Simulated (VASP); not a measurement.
Output of a VASP run:

**OSZICAR**
```
...
DAV:   7    -0.192783682529E+02    0.46003E+00   -0.98324E-01   592   0.125E+01    0.810E+00
DAV:   8    -0.202452531933E+02   -0.96688E+00   -0.27839E+01   738   0.391E+01    0.848E+00
DAV:   9    -0.190565546039E+02    0.11887E+01   -0.40487E+00   720   0.141E+01    0.335E+00
DAV:  10    -0.190484706222E+02    0.80840E-02   -0.13591E-01   592   0.317E+00    0.350E+00
DAV:  11    -0.189577851338E+02    0.90685E-01   -0.10326E+00   600   0.970E+00    0.278E-01
DAV:  12    -0.189672366072E+02   -0.94515E-02   -0.62405E-02   608   0.239E+00    0.588E-01
DAV:  13    -0.189673086432E+02   -0.72036E-04   -0.51373E-02   666   0.242E+00    0.228E-01
DAV:  14    -0.189740404936E+02   -0.67319E-02   -0.49331E-03   576   0.719E-01    0.262E-01
DAV:  15    -0.189738312176E+02    0.20928E-03   -0.58544E-03   672   0.624E-01    0.450E-02
DAV:  16    -0.189744044777E+02   -0.57326E-03   -0.48326E-04   612   0.196E-01    0.186E-02
DAV:  17    -0.189744381674E+02   -0.33690E-04   -0.81440E-05   578   0.911E-02    0.143E-02
DAV:  18    -0.189744513666E+02   -0.13199E-04   -0.23397E-05   602   0.510E-02    0.333E-03
DAV:  19    -0.189744545569E+02   -0.31904E-05   -0.99951E-07   440   0.154E-02    0.319E-03
DAV:  20    -0.189744547354E+02   -0.17845E-06   -0.12761E-06   424   0.106E-02
   1 F= -.18974455E+02 E0= -.18974455E+02  d E =-.189745E+02
       N       E                     dE             d eps       ncg     rms          rms(c)
DAV:   1    -0.194694582465E+02   -0.49500E+00   -0.13561E+01   730   0.557E+01    0.509E+00
DAV:   2    -0.190093499223E+02    0.46011E+00   -0.21444E+00   608   0.148E+01    0.108E+00
DAV:   3    -0.189874257875E+02    0.21924E-01   -0.11817E-01   718   0.541E+00    0.480E-01
DAV:   4    -0.189771617699E+02    0.10264E-01   -0.43526E-02   690   0.317E+00    0.124E-01
DAV:   5    -0.189858353888E+02   -0.86736E-02   -0.30009E-03   584   0.599E-01    0.101E-01
DAV:   6    -0.189847963572E+02    0.10390E-02   -0.28706E-03   576   0.517E-01    0.980E-02
DAV:   7    -0.189854390364E+02   -0.64268E-03   -0.33604E-03   576   0.455E-01    0.310E-02
DAV:   8    -0.189860064084E+02   -0.56737E-03   -0.32219E-04   578   0.157E-01    0.669E-03
DAV:   9    -0.189860291730E+02   -0.22765E-04   -0.19706E-05   588   0.416E-02    0.260E-03
DAV:  10    -0.189860279450E+02    0.12280E-05   -0.39408E-06   580   0.256E-02    0.282E-03
DAV:  11    -0.189860358211E+02   -0.78760E-05   -0.21650E-06   556   0.153E-02    0.134E-03
DAV:  12    -0.189860361795E+02   -0.35843E-06   -0.29507E-07   416   0.529E-03
   2 F= -.18986036E+02 E0= -.18986036E+02  d E =-.115814E-01
       N       E                     dE             d eps       ncg     rms          rms(c)
DAV:   1    -0.190115100006E+02   -0.25474E-01   -0.66061E-01   732   0.118E+01    0.115E+00
DAV:   2    -0.189879847052E+02    0.23525E-01   -0.11222E-01   608   0.334E+00    0.244E-01
DAV:   3    -0.189870169745E+02    0.96773E-03   -0.62194E-03   734   0.124E+00    0.107E-01
DAV:   4    -0.189865124192E+02    0.50456E-03   -0.20939E-03   690   0.701E-01    0.297E-02
DAV:   5    -0.189869616622E+02   -0.44924E-03   -0.11952E-04   584   0.122E-01    0.238E-02
DAV:   6    -0.189869093924E+02    0.52270E-04   -0.13381E-04   576   0.110E-01    0.198E-02
DAV:   7    -0.189870041902E+02   -0.94798E-04   -0.15970E-04   578   0.991E-02    0.579E-03
DAV:   8    -0.189870260610E+02   -0.21871E-04   -0.14315E-05   586   0.339E-02    0.164E-03
DAV:   9    -0.189870258235E+02    0.23757E-06   -0.10024E-06   324   0.981E-03
   3 F= -.18987026E+02 E0= -.18987026E+02  d E =-.125711E-01
```

**OUTCAR**
```
------------------------ aborting loop because EDIFF is reached ----------------------------------------
  FORCE on cell =-STRESS in cart. coord.  units (eV):
  Direction    XX          YY          ZZ          XY          YZ          ZX
  --------------------------------------------------------------------------------------
  Total        0.0017993      0.0017993      0.0017993     -0.0000000     -0.0000000     -0.0000000
  in kB        0.0548871      0.0548871      0.0548871     -0.0000000     -0.0000000     -0.0000000
  external PRESSURE =       0.0548871 kB  Pullay stress =       0.0000000 kB
  volume of cell :       52.52
      direct lattice vectors                 reciprocal lattice vectors
     0.000000000  2.972386174  2.972386174    -0.168215020  0.168215020  0.168215020
     2.972386174  0.000000000  2.972386174     0.168215020 -0.168215020  0.168215020
     2.972386174  2.972386174  0.000000000     0.168215020  0.168215020 -0.168215020
 POSITION                                       TOTAL-FORCE (eV/Angst)
 -----------------------------------------------------------------------------------
      0.00000      0.00000      0.00000         0.000000      0.000000      0.000000
      1.48619      1.48619      1.48619        -0.000000     -0.000000     -0.000000
      4.45858      4.45858      4.45858         0.000000     -0.000000      0.000000
 -----------------------------------------------------------------------------------
    total drift:                                0.000000     -0.000000      0.000000
  FREE ENERGIE OF THE ION-ELECTRON SYSTEM (eV)
  ---------------------------------------------------
  free  energy   TOTEN  =       -18.9870258235 eV

  energy  without entropy=      -18.9870258235  energy(sigma->0) =      -18.98702582

 reached required accuracy - stopping structural energy minimisation
```
(Selected blocks of OUTCAR.)

POSCAR:
```
PbF2
1
    0.0000000000     2.9420447209     2.9420447209
    2.9420447209     0.0000000000     2.9420447209
    2.9420447209     2.9420447209     0.0000000000
Pb F
1 2
Direct
  1.0000000000   1.0000000000   0.0000000000
  0.2500000000   0.2500000000   0.2500000000
  0.7500000000   0.7500000000   0.7500000000
```

Task: Reconstruct the remaining input files.

Result: This is not unique; one that fits is the input of the run itself, TPSS meta-GGA, plane waves, VASP's PBE PAW potentials (set 64).

### KPOINTS
```
Automatic mesh
0
Gamma
6 6 6
0 0 0
```

INCAR:
```
ALGO = Normal
EDIFF = 1E-6
EDIFFG = -0.02
ENCUT = 520
IBRION = 2
ISIF = 3
ISMEAR = 0
LASPH = .TRUE.
LCHARG = .FALSE.
LMAXMIX = 4
LMIXTAU = .TRUE.
LREAL = .FALSE.
LWAVE = .FALSE.
METAGGA = TPSS
NELM = 100
NSW = 60
PREC = Accurate
SIGMA = 0.05
SYSTEM = PbF2
```

POTCAR, in this order: Pb_d F (PBE.64 set). Program: vasp_std.

Energy and stress use the plane-wave basis of the starting cell.

The compound is PbF2 in the fluorite structure, the β form. This run relaxes it. Symmetry was kept, so distortions that lower it aren't found.
